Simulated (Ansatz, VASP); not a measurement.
# Ti9Al44O84 (glassy 29TiO2-71Al2O3 (mol %)): VASP beside Ansatz

Wanted: the spread between two codes on one cell, functional and k mesh. The structure shown is the start of the Ansatz relaxation below; VASP solves that cell, so the two are compared at the walk's first step.

Calculated with Ansatz 0.2.0; plane waves, with VASP 6.6.1 beside it; single point at RPBE.

### Step 1. The structure

The cell holds 137 atoms: 9 Ti, 44 Al and 84 O. Cell: a = 11.468 Å, b = 11.468 Å, c = 11.468 Å, α = 90.0°, β = 90.0°, γ = 90.0°. As first built, before any earlier steps moved the atoms (in the runner's words): 137 atoms (9 Ti, 44 Al, 84 O) placed at random at 3.12 g/cm^3, melted at 4000 K for 10 ps at fixed volume with the Morse and Coulomb pair potential with partial charges (Pedone, Malavasi, Menziani, Cormack and Segre, J. Phys. Chem. B 110, 11780 (2006)). Quenched from 4000 K to 300 K at 300 K/ps and fixed volume, held 10 ps at zero pressure.

### Step 2. Ansatz: relaxation, RPBE

Ansatz runs on its PAW soft_1 files.

The two programs are compared at the cell with which this relaxation starts, whose forces are those of its first step.

input.yaml reads:

```yaml
crystal:
  lattice:
    - [11.46801, 0.0, 0.0]
    - [0.0, 11.46801, 0.0]
    - [0.0, 0.0, 11.46801]
  atoms:
    - { symbol: Ti, position: [0.44636, 0.80996, 0.40423] }
    - { symbol: Ti, position: [0.35196, 0.53261, 0.8367] }
    - { symbol: Ti, position: [0.143, 0.77369, 0.44239] }
    - { symbol: Ti, position: [0.78801, 0.45916, 0.56473] }
    - { symbol: Ti, position: [0.24947, 0.36501, 0.06092] }
    - { symbol: Ti, position: [0.83651, 0.75427, 0.54722] }
    - { symbol: Ti, position: [0.34705, 0.0984, 0.17453] }
    - { symbol: Ti, position: [0.44775, 0.50907, 0.32797] }
    - { symbol: Ti, position: [0.98311, 0.94497, 0.20459] }
    - { symbol: Al, position: [0.41451, 0.63999, 0.07069] }
    - { symbol: Al, position: [0.01426, 0.16218, 0.61508] }
    - { symbol: Al, position: [0.81618, 0.56459, 0.1851] }
    - { symbol: Al, position: [0.93485, 0.52048, 0.78503] }
    - { symbol: Al, position: [0.73841, 0.07176, 0.18183] }
    - { symbol: Al, position: [0.73417, 0.74201, 0.79584] }
    - { symbol: Al, position: [0.14277, 0.73984, 0.92897] }
    - { symbol: Al, position: [0.59961, 0.45911, 0.10892] }
    - { symbol: Al, position: [0.74244, 0.50381, 0.91774] }
    - { symbol: Al, position: [0.19813, 0.56285, 0.2265] }
    - { symbol: Al, position: [0.7387, 0.96358, 0.94877] }
    - { symbol: Al, position: [0.64476, 0.72047, 0.04262] }
    - { symbol: Al, position: [0.61014, 0.12731, 0.61409] }
    - { symbol: Al, position: [0.50971, 0.93407, 0.08453] }
    - { symbol: Al, position: [0.66985, 0.98355, 0.43059] }
    - { symbol: Al, position: [0.39646, 0.80315, 0.9039] }
    - { symbol: Al, position: [0.3561, 0.76019, 0.64492] }
    - { symbol: Al, position: [0.2312, 0.93907, 0.80889] }
    - { symbol: Al, position: [0.49494, 0.31389, 0.47898] }
    - { symbol: Al, position: [0.00164, 0.51459, 0.03935] }
    - { symbol: Al, position: [0.12615, 0.05895, 0.3815] }
[... 101 atom lines left out ...]
    - { symbol: O, position: [0.42625, 0.66048, 0.91894] }
    - { symbol: O, position: [0.02906, 0.59774, 0.69689] }
    - { symbol: O, position: [0.16991, 0.3705, 0.51624] }
    - { symbol: O, position: [0.59433, 0.77837, 0.75138] }
    - { symbol: O, position: [0.31379, 0.07164, 0.84152] }
    - { symbol: O, position: [0.33488, 0.27405, 0.15356] }
kpoints:
  mp_grid: { grid: [1, 1, 1] }
hamiltonian:
  xc: rpbe
  pseudopotentials: { kind: paw, azcp: { folder: soft_1 } }
scf:
  occupations: { method: fixed }
output:
  forces: true
relax:
  f_tol: 0.05
  max_steps: 120
```

Run with:

```console
$ ansatz run input.yaml --threads 4 --pin off --max-ram 8192MiB --backend cpu --events-out ev --progress --plain --runs-dir out
```

Numbers of over 12 decimals in the logs are rounded to 6 here.

Output:

```text
Engine: ansatz 0.2.0, aarch64-unknown-linux-gnu
Pseudopotentials: kind: paw
Pseudopotential: Ti, paw, valence charge 12, recommended cutoff 420 eV (normal), soft_1/Ti.paw.azcp
Pseudopotential: Al, paw, valence charge 3, recommended cutoff 420 eV (normal), soft_1/Al.paw.azcp
Pseudopotential: O, paw, valence charge 6, recommended cutoff 420 eV (normal), soft_1/O.paw.azcp
Functional definition: RPBE
  parameter kappa = 0.804
  parameter beta = 0.066725
  exchange = rpbe_x(kappa = kappa, mu = beta*pi^2/3)
  correlation = pbe_c(beta = beta)
Crystal: 137 atoms, lattice volume = 1508.218 Å³
Basis set: ecut = 420 eV, 29423 PW (Γ), exchange–correlation on 160×160×160 points (8 copies of the dense FFT grid, shifted against one another)
Bands: 509, of which v1, the nominal top of the filled ones, is band 372 counted from 1 (371 counted from 0)
Symmetry: 1 space group operations
Space group: P1 (ITA 1), of the structure as read, at distance tolerance 1.1e-4 Å
k-points: 1
Non-local potential: Ti, projectors of the file, l = 0: 3, l = 1: 2, l = 2: 3, l = 3: 1
Non-local potential: Al, projectors of the file, l = 0: 2, l = 1: 2, l = 2: 1
Non-local potential: O, projectors of the file, l = 0: 2, l = 1: 2, l = 2: 1
PAW form: soft (Blöchl's): semilocal exchange-correlation on the pseudo side does not see the compensation charge
PAW frozen core: Ti, regenerated for the run's functional, and the local potential with it (the file was generated under x = pbe(κ = 0.804, μ = 0.219515), c = pbe(β = 0.066725))
PAW frozen core: Al, regenerated for the run's functional, and the local potential with it (the file was generated under x = pbe(κ = 0.804, μ = 0.219515), c = pbe(β = 0.066725))
PAW frozen core: O, regenerated for the run's functional, and the local potential with it (the file was generated under x = pbe(κ = 0.804, μ = 0.219515), c = pbe(β = 0.066725))
PAW one-centre angular grid: Ti, 590 points (default); XC on 64 Gauss nodes
PAW one-centre angular grid: Al, 110 points (default); XC on 64 Gauss nodes
PAW one-centre angular grid: O, 110 points (default); XC on 64 Gauss nodes
Initial density: superposition of atomic densities (chi_scale 0.1, normalization cell, long waves kept (reshape's long-wave potential 0.81 eV rms))
Initial wavefunctions: pseudopotential atomic-orbital guess
Functional: x = rpbe, c = pbe(β = 0.066725)
SCF iter   1: F=—  HF=-94359.337383 eV  |F-HF|=—  |Δ(HF+E_count)|=         —  Δρ=1.23e-1  dr2=3.30e2  ethr=3.10e-3  ⟨swp⟩=4.0  Hψ=1459  notcnv=0  defer=134
preconditioner: auto → Resta (q_TF=auto, 2.425 Å⁻¹)  ε∞=4.0  [insulator: Δε(μ)=0.174 eV  Ē_g=14.229 eV  n_scr=364 (ndim 8)  ℏωp=24.8 eV  f_vac=0.011  ε∞_Penn≈4.0]
SCF iter   2: F=—  HF=-94299.761925 eV  |F-HF|=—  |Δ(HF+E_count)|=    5.96e1  Δρ=5.87e-2  dr2=5.28e1  ethr=3.10e-3  ⟨swp⟩=3.0  Hψ=910  notcnv=0  defer=132
SCF iter   3: F=—  HF=-94289.983376 eV  |F-HF|=—  |Δ(HF+E_count)|=    9.78e0  Δρ=3.22e-2  dr2=1.21e1  ethr=3.10e-3  ⟨swp⟩=2.0  Hψ=870  notcnv=0  defer=111
automatic band count: iteration 3 solves 488 bands in place of 509: the levels show a gap, and the empty bands left out lie too high to hold charge; the band table lists the bands solved (type scf.n_extra_bands for more)
SCF iter   4: F=—  HF=-94289.507040 eV  |F-HF|=—  |Δ(HF+E_count)|=   4.76e-1  Δρ=1.70e-2  dr2=4.70e0  ethr=1.62e-3  ⟨swp⟩=3.0  Hψ=787  notcnv=0  defer=110
SCF iter   5: F=—  HF=-94289.412826 eV  |F-HF|=—  |Δ(HF+E_count)|=   9.42e-2  Δρ=7.17e-3  dr2=7.89e-1  ethr=6.32e-4  ⟨swp⟩=3.0  Hψ=750  notcnv=0  defer=113
SCF iter   6: F=—  HF=-94289.528382 eV  |F-HF|=—  |Δ(HF+E_count)|=   1.16e-1  Δρ=2.38e-3  dr2=9.49e-2  ethr=1.06e-4  ⟨swp⟩=2.0  Hψ=778  notcnv=0  defer=114
SCF iter   7: F=—  HF=-94289.604896 eV  |F-HF|=—  |Δ(HF+E_count)|=   7.65e-2  Δρ=1.50e-3  dr2=3.80e-2  ethr=1.28e-5  ⟨swp⟩=4.0  Hψ=736  notcnv=0  defer=114
SCF iter   8: F=—  HF=-94289.633628 eV  |F-HF|=—  |Δ(HF+E_count)|=   2.87e-2  Δρ=7.20e-4  dr2=9.40e-3  ethr=5.10e-6  ⟨swp⟩=4.0  Hψ=849  notcnv=0  defer=114
SCF iter   9: F=—  HF=-94289.640173 eV  |F-HF|=—  |Δ(HF+E_count)|=   6.55e-3  Δρ=3.02e-4  dr2=1.58e-3  ethr=1.26e-6  ⟨swp⟩=4.0  Hψ=740  notcnv=0  defer=114
SCF iter  10: F=—  HF=-94289.641606 eV  |F-HF|=—  |Δ(HF+E_count)|=   1.43e-3  Δρ=1.64e-4  dr2=4.39e-4  ethr=2.13e-7  ⟨swp⟩=2.0  Hψ=771  notcnv=0  defer=114
SCF iter  11: F=—  HF=-94289.641952 eV  |F-HF|=—  |Δ(HF+E_count)|=   3.45e-4  Δρ=6.77e-5  dr2=7.45e-5  ethr=5.90e-8  ⟨swp⟩=2.0  Hψ=722  notcnv=0  defer=114
SCF iter  12: F=-94289.642007 eV  HF=-94289.642011 eV  |F-HF|=3.69e-6  |Δ(HF+E_count)|=   5.92e-5  Δρ=4.15e-5  dr2=2.78e-5  ethr=8.40e-9  ⟨swp⟩=4.0  Hψ=1254  notcnv=0
SCF 1 converged in 12 iterations: F = -94289.642007 eV  dr2 = 2.78e-5
[...]
- { symbol: Al, position: [0.411344, 0.151033, 0.762610] }
    - { symbol: Al, position: [0.239824, 0.343779, 0.388613] }
    - { symbol: Al, position: [0.547720, 0.916650, 0.762571] }
    - { symbol: Al, position: [0.205408, 0.147208, 0.930577] }
    - { symbol: Al, position: [0.156808, 0.611964, 0.685075] }
    - { symbol: Al, position: [0.743966, 0.319640, 0.306704] }
    - { symbol: Al, position: [0.531363, 0.240567, 0.195857] }
    - { symbol: Al, position: [0.00803139, 0.230712, 0.212101] }
    - { symbol: Al, position: [0.035254, 0.303443, 0.888805] }
    - { symbol: Al, position: [0.188887, 0.330587, 0.655887] }
    - { symbol: Al, position: [0.582822, 0.329020, 0.748743] }
    - { symbol: Al, position: [0.782411, 0.808660, 0.294445] }
    - { symbol: Al, position: [0.605137, 0.211698, 0.975367] }
    - { symbol: Al, position: [0.796850, 0.967215, 0.676582] }
    - { symbol: Al, position: [0.975324, 0.597793, 0.365913] }
    - { symbol: Al, position: [0.395687, 0.107538, 0.409150] }
    - { symbol: Al, position: [0.016665, 0.979166, 0.809129] }
    - { symbol: Al, position: [0.272846, 0.827989, 0.152534] }
    - { symbol: Al, position: [0.507329, 0.509549, 0.635720] }
    - { symbol: Al, position: [0.998275, 0.334946, 0.424275] }
    - { symbol: Al, position: [0.917477, 0.120546, 0.983824] }
    - { symbol: Al, position: [0.223351, 0.081413, 0.613743] }
    - { symbol: Al, position: [0.799798, 0.294998, 0.787586] }
    - { symbol: O, position: [0.509832, 0.258320, 0.624385] }
    - { symbol: O, position: [0.754300, -0.025319, 0.297207] }
    - { symbol: O, position: [0.101279, 0.128858, 0.528395] }
    - { symbol: O, position: [0.794129, 0.599763, 0.819236] }
    - { symbol: O, position: [0.287867, 0.207683, 0.680920] }
    - { symbol: O, position: [0.159781, 0.988530, 0.713160] }
    - { symbol: O, position: [0.722177, 0.713319, 0.181049] }
    - { symbol: O, position: [0.895774, 0.294233, 0.299491] }
    - { symbol: O, position: [0.535583, 0.352970, 0.311647] }
    - { symbol: O, position: [0.288015, 0.805054, 0.322603] }
    - { symbol: O, position: [0.217111, 0.720779, 0.581851] }
    - { symbol: O, position: [0.376752, 0.947145, 0.137723] }
    - { symbol: O, position: [0.442490, 0.824755, 0.537191] }
    - { symbol: O, position: [0.493471, 0.041224, 0.688204] }
    - { symbol: O, position: [0.291416, 0.479049, 0.320301] }
    - { symbol: O, position: [0.695897, 0.338536, 0.458021] }
    - { symbol: O, position: [0.730742, 0.792704, 0.931501] }
    - { symbol: O, position: [0.094434, 0.852054, 0.853877] }
    - { symbol: O, position: [0.831010, 0.656636, 0.351061] }
    - { symbol: O, position: [0.932459, 0.474219, 0.454809] }
    - { symbol: O, position: [0.471299, 0.455356, 0.496713] }
    - { symbol: O, position: [0.966445, 0.539790, 0.217889] }
    - { symbol: O, position: [0.507696, 0.120296, 0.064345] }
    - { symbol: O, position: [0.090014, 0.910384, 0.391904] }
[...]
- { symbol: O, position: [0.259270, 0.093579, 0.302615] }
    - { symbol: O, position: [0.069202, 0.090075, 0.909681] }
    - { symbol: O, position: [0.427685, 0.641711, 0.903142] }
    - { symbol: O, position: [0.00902157, 0.614768, 0.689003] }
    - { symbol: O, position: [0.146017, 0.366099, 0.511127] }
    - { symbol: O, position: [0.588071, 0.769811, 0.738045] }
    - { symbol: O, position: [0.315759, 0.064749, 0.865783] }
    - { symbol: O, position: [0.370290, 0.291376, 0.158283] }
```

### Step 3. VASP: single point, RPBE, start cell

The same cell, functional and mesh now go to VASP, with its own data sets.

Lines of VASP's logs that name or quote its potential files are left out, and so is its time.

INCAR reads:

```
SYSTEM = Ti9Al44O84
PREC = Accurate
ENCUT = 520
EDIFF = 1E-06
NELM = 120
ISMEAR = 0
SIGMA = 0.01
LREAL = Auto
ALGO = Normal
GGA = RP
NBANDS = 467
LASPH = .TRUE.
LORBIT = 11
LWAVE = .FALSE.
LCHARG = .FALSE.
ISIF = 2
GGA_COMPAT = .FALSE.
EFERMI = MIDGAP
```

POSCAR reads:

```
Ti9Al44O84
1.0
   11.4680100000      0.0000000000      0.0000000000
    0.0000000000     11.4680100000      0.0000000000
    0.0000000000      0.0000000000     11.4680100000
Ti Al O
9 44 84
Direct
    0.4463634057      0.8099574381      0.4042288069
    0.3519616743      0.5326120225      0.8367013981
    0.1429977825      0.7736913379      0.4423871273
    0.7880094280      0.4591642316      0.5647274462
    0.2494678676      0.3650066577      0.0609172821
    0.8365095601      0.7542721013      0.5472178695
    0.3470523657      0.0984041695      0.1745289723
    0.4477498712      0.5090682690      0.3279732055
    0.9831086649      0.9449677843      0.2045864976
    0.4145095793      0.6399889780      0.0706922997
    0.0142570507      0.1621815816      0.6150761989
    0.8161834529      0.5645879276      0.1850975017
    0.9348526902      0.5204826295      0.7850272192
    0.7384105874      0.0717561286      0.1818275359
    0.7341727117      0.7420119097      0.7958399060
    0.1427710649      0.7398406524      0.9289667519
    0.5996070809      0.4591119122      0.1089203794
    0.7424391852      0.5038101641      0.9177442294
    0.1981337651      0.5628526658      0.2264996281
    0.7386983444      0.9635760694      0.9487696645
    0.6447587681      0.7204737352      0.0426229137
    0.6101407306      0.1273106668      0.6140908492
    0.5097135423      0.9340678984      0.0845307948
    0.6698459454      0.9835533802      0.4305890909
    0.3964593683      0.8031471894      0.9038970144
    0.3561036309      0.7601929193      0.6449157264
    0.2311996589      0.9390731260      0.8088936093
    0.4949420170      0.3138905529      0.4789758642
    0.0016393428      0.5145879712      0.0393529479
    0.1261509189      0.0589465827      0.3814960050
[... 101 atom lines left out ...]
    0.4262465763      0.6604807634      0.9189388569
    0.0290634556      0.5977410205      0.6968863822
    0.1699074207      0.3705002001      0.5162360340
    0.5943315362      0.7783739289      0.7513770916
    0.3137859140      0.0716427698      0.8415235076
    0.3348793731      0.2740492902      0.1535575919
```

KPOINTS reads:

```
Automatic mesh
0
Gamma
1 1 1
0 0 0
```

PAW data sets: Ti_sv, Al and O (PBE family, release 64).

Run with:

```console
$ export OMP_NUM_THREADS=3
$ mpirun -np 1 vasp_gam
```

Output:

```text
[banner, memory and clock lines left out]
running    1 mpi-ranks, on    1 nodes
[...]
Offloading initialized ...    1 GPUs detected
[...]
|                                                                             |
|               ----> ADVICE to this user running VASP <----                  |
|                                                                             |
|     You enforced a specific xc type in the INCAR file but a different       |
|     [... a line on the potential file left out ...]
|     I HOPE YOU KNOW WHAT YOU ARE DOING!                                     |
|                                                                             |

 LDA part: xc-table for (Slater+PW92), standard interpolation
 POSCAR, INCAR and KPOINTS ok, starting setup
[...]
entering main loop
       N       E                     dE             d eps       ncg     rms          rms(c)
DAV:   1     0.936303357347E+04    0.93630E+04   -0.42564E+05   942   0.169E+03
DAV:   2     0.196859537582E+03   -0.91662E+04   -0.86797E+04  1102   0.458E+02
DAV:   3    -0.108634641068E+04   -0.12832E+04   -0.12623E+04  1065   0.187E+02
DAV:   4    -0.117111535800E+04   -0.84769E+02   -0.84416E+02  1308   0.487E+01
[...]
DAV:  18    -0.979245405203E+03   -0.28961E-04   -0.51643E-05  1044   0.180E-02    0.103E-02
DAV:  19    -0.979245411414E+03   -0.62111E-05   -0.20180E-05  1132   0.116E-02    0.719E-03
DAV:  20    -0.979245412087E+03   -0.67267E-06   -0.62013E-06  1012   0.543E-03
   1 F= -.97924541E+03 E0= -.97924541E+03  d E =0.000000E+00
```

From OUTCAR (step 3):

```text
  Total      176.1819322    131.5144348    149.9183093      6.8995921     -7.5743206      7.7588080
  in kB      187.1577269    139.7075306    159.2579310      7.3294234     -8.0461862      8.2421668
  external PRESSURE =     162.0410628 kB  Pullay stress =       0.0000000 kB

  FREE ENERGIE OF THE ION-ELECTRON SYSTEM (eV)
  ---------------------------------------------------
  free  energy   TOTEN  =      -979.2454120867 eV

  energy  without entropy=     -979.2454120867  energy(sigma->0) =     -979.24541209

[... 3 further parts left out ...]
[key lines of the parts left out:]
E-fermi :   5.6170
```

The run ends at a pressure of 16.20 GPa, with forces up to 5.9 eV/Å.

### Step 4. Side by side

Known differences besides the potentials themselves: fixed occupations in Ansatz, narrow Gaussian smearing in VASP; the cutoff is 420 eV in Ansatz and 520 eV in VASP (PREC = Accurate, projectors in real space); Ansatz makes its cores anew for this functional, VASP keeps those of its PBE data sets. Total energies have different zeros and are not compared.

Forces on 10 of the 137 atoms, those with the largest forces and the largest differences (eV/Å; atoms numbered as in POSCAR):

| atom | Ansatz x, y, z | VASP x, y, z |
| --- | --- | --- |
| Ti2 | -2.796, 1.071, -1.269 | -2.820, 1.106, -1.289 |
| Ti7 | -5.413, -0.210, -2.171 | -5.434, -0.210, -2.205 |
| Al13 | 1.413, 1.699, -2.236 | 1.404, 1.698, -2.254 |
| Al20 | -0.065, -0.732, 3.351 | -0.047, -0.741, 3.317 |
| Al40 | -1.204, 2.716, -1.823 | -1.207, 2.717, -1.821 |
| O69 | -1.022, -0.487, 0.609 | -1.052, -0.532, 0.520 |
| O72 | -2.926, 2.405, 1.382 | -2.906, 2.420, 1.370 |
| O89 | 2.795, -0.371, 3.191 | 2.835, -0.335, 3.228 |
| O90 | -0.028, -0.381, -0.410 | 0.069, -0.414, -0.426 |
| O119 | 1.563, -2.243, -0.013 | 1.637, -2.304, -0.048 |

The forces differ by 24 meV/Å r.m.s., which is 2.1 % of the r.m.s. force of 1.110 eV/Å (both taken over all components).

### Step 5. Outcome

```
r.m.s. force difference (single point, RPBE, start cell) : 2.1 % of the r.m.s. force
```

**Reading.** The r.m.s. force difference is 2.1 % of the r.m.s. force (single point, RPBE, start cell), within the 3 % picked in this series as the mark of a large difference. 1 further run of this series is not shown here. Such differences can come from data sets, numerical settings and the points named under the comparisons, not from the functional's error against experiment.

[Lines on the potential files, build, host, timing and source positions are cut from VASP's logs without a mark.]

[Logs are printed without paths, hosts, clocks, repeated set-up lines and the standing remarks that a program may print on its own settings, such as how far it seeks lower states.]

[Hosts, paths, dates, database ids (printed as entryN), source tags and the programs' standing remarks are cut or masked in the printed files.]
